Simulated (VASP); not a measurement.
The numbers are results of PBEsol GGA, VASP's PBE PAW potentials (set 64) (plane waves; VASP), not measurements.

A VASP calculation is set up with these files.

File POSCAR:
```
La2O3
1
    1.9700000000    -3.4121400000     0.0000000000
    1.9700000000     3.4121400000     0.0000000000
    0.0000000000     0.0000000000     6.1300000000
La O
2 3
Direct
  0.3333330000   0.6666670000   0.2470000000
  0.6666670000   0.3333330000   0.7530000000
  0.0000000000   0.0000000000   0.0000000000
  0.3333330000   0.6666670000   0.6470000000
  0.6666670000   0.3333330000   0.3530000000
```

### INCAR
```
LREAL=F   ! projection in real space or not
EDIFF=1E-6
SIGMA=0.05   ! width (eV)
ALGO=Normal   ! blocked Davidson
LWAVE=F
NELM=100
GGA=PS
SYSTEM=La2O3
LASPH=T
PREC=Accurate
ENCUT=400
LCHARG=F
ISIF=2   ! forces and stress, cell fixed
ISMEAR=-1
LMAXMIX=6
```

**KPOINTS**
```
Automatic mesh
0
Gamma
5 5 3
0 0 0
```

POTCAR, in this order: La O (PBE.64 set). Program: vasp_std.

The run wrote:

### OSZICAR
```
       N       E                     dE             d eps       ncg     rms          rms(c)
DAV:   1     0.442513767665E+03    0.44251E+03   -0.13321E+04   584   0.206E+03
DAV:   2     0.816545090249E+02   -0.36086E+03   -0.35585E+03   840   0.395E+02
DAV:   3    -0.305055826870E+02   -0.11216E+03   -0.11028E+03  1088   0.198E+02
DAV:   4    -0.478487382299E+02   -0.17343E+02   -0.17337E+02  1040   0.887E+01
DAV:   5    -0.487273112826E+02   -0.87857E+00   -0.87835E+00  1072   0.226E+01    0.136E+01
DAV:   6    -0.438826977876E+02    0.48446E+01   -0.43216E+01   904   0.395E+01    0.737E+00
DAV:   7    -0.437798765534E+02    0.10282E+00   -0.47558E+00  1072   0.224E+01    0.347E+00
DAV:   8    -0.437255733713E+02    0.54303E-01   -0.46194E-01  1032   0.587E+00    0.128E+00
DAV:   9    -0.437168083012E+02    0.87651E-02   -0.67445E-02  1000   0.224E+00    0.395E-01
DAV:  10    -0.437180865728E+02   -0.12783E-02   -0.33872E-02   936   0.129E+00    0.178E-01
DAV:  11    -0.437188290720E+02   -0.74250E-03   -0.94572E-03  1040   0.771E-01    0.140E-01
DAV:  12    -0.437188600565E+02   -0.30984E-04   -0.19816E-03  1016   0.340E-01    0.557E-02
DAV:  13    -0.437188642804E+02   -0.42239E-05   -0.76892E-04   952   0.197E-01    0.171E-02
DAV:  14    -0.437188712111E+02   -0.69307E-05   -0.65731E-05  1104   0.770E-02    0.832E-03
DAV:  15    -0.437188716566E+02   -0.44544E-06   -0.38669E-06   744   0.184E-02
   1 F= -.43718872E+02 E0= -.43718872E+02  d E =-.336722E-10
```

**OUTCAR**
```
------------------------ aborting loop because EDIFF is reached ----------------------------------------
  FORCE on cell =-STRESS in cart. coord.  units (eV):
  Direction    XX          YY          ZZ          XY          YZ          ZX
  --------------------------------------------------------------------------------------
  Total       -4.0608996     -4.0608994     -3.8010240      0.0000000      0.0000000      0.0000000
  in kB      -78.9494848    -78.9494806    -73.8971449      0.0000000      0.0000000      0.0000000
  external PRESSURE =     -77.2653701 kB  Pullay stress =       0.0000000 kB
  volume of cell :       82.41
      direct lattice vectors                 reciprocal lattice vectors
     1.970000000 -3.412140000  0.000000000     0.253807107 -0.146535605  0.000000000
     1.970000000  3.412140000  0.000000000     0.253807107  0.146535605  0.000000000
     0.000000000  0.000000000  6.130000000     0.000000000  0.000000000  0.163132137
 POSITION                                       TOTAL-FORCE (eV/Angst)
 -----------------------------------------------------------------------------------
      1.97000      1.13738      1.51411         0.000000     -0.000000      0.035994
      1.97000     -1.13738      4.61589        -0.000000      0.000000     -0.035994
      0.00000      0.00000      0.00000        -0.000000     -0.000000     -0.000000
      1.97000      1.13738      3.96611         0.000000      0.000000     -0.083714
      1.97000     -1.13738      2.16389         0.000000     -0.000000      0.083714
 -----------------------------------------------------------------------------------
    total drift:                               -0.000000      0.000000      0.000000
  FREE ENERGIE OF THE ION-ELECTRON SYSTEM (eV)
  ---------------------------------------------------
  free  energy   TOTEN  =       -43.7188716566 eV

  energy  without entropy=      -43.7188716565  energy(sigma->0) =      -43.71887166
```
(Selected blocks of OUTCAR.)

OUTCAR:
```
 val. band max:        5.6278941748   @ k =   0.0000   0.0000   0.0000

 cond. band min:       9.5695057064   @ k =   0.4000   0.2000   0.0000


 Fermi energy:         6.8348477458

 k-point     1 :       0.0000    0.0000    0.0000
  band No.  band energies     occupation
      1     -24.0358      2.00000
      2     -23.7962      2.00000
      3     -11.0996      2.00000
      4      -9.8567      2.00000
      5      -9.3898      2.00000
      6      -7.5094      2.00000
      7      -7.5094      2.00000
      8      -7.2746      2.00000
      9      -7.2746      2.00000
     10      -7.1692      2.00000
     11      -6.4236      2.00000
     12       3.3425      2.00000
     13       3.3425      2.00000
     14       3.5278      2.00000
     15       3.5278      2.00000
     16       3.6653      2.00000
     17       4.0660      2.00000
     18       5.3771      2.00000
     19       5.3771      2.00000
     20       5.6279      2.00000
     21       9.9466      0.00000
     22      10.3178      0.00000
     23      10.3179      0.00000
     24      10.7805      0.00000

 k-point     2 :       0.2000    0.0000    0.0000
  band No.  band energies     occupation
      1     -23.9721      2.00000
      2     -23.7715      2.00000
      3     -11.1383      2.00000
      4     -10.4844      2.00000
      5      -9.7522      2.00000
      6      -7.6497      2.00000
      7      -7.3270      2.00000
      8      -7.2951      2.00000
      9      -7.1979      2.00000
     10      -6.8940      2.00000
     11      -6.2584      2.00000
     12       3.2073      2.00000
     13       3.6272      2.00000
     14       3.7717      2.00000
     15       3.8233      2.00000
     16       3.8701      2.00000
     17       4.7079      2.00000
     18       4.9053      2.00000
     19       5.3567      2.00000
     20       5.5422      2.00000
     21      10.0117      0.00000
     22      10.3920      0.00000
     23      10.5886      0.00000
     24      10.9911      0.00000
...
```

At this cut-off the stress carries a Pulay error, which pulls relaxed volumes low.

The structure is a typed La2O3 crystal. The cell was not relaxed at this level. The run is one of a series of settings (KPOINTS 5×5×3 Γ-centred mesh against the base run), some of them coarse on purpose.
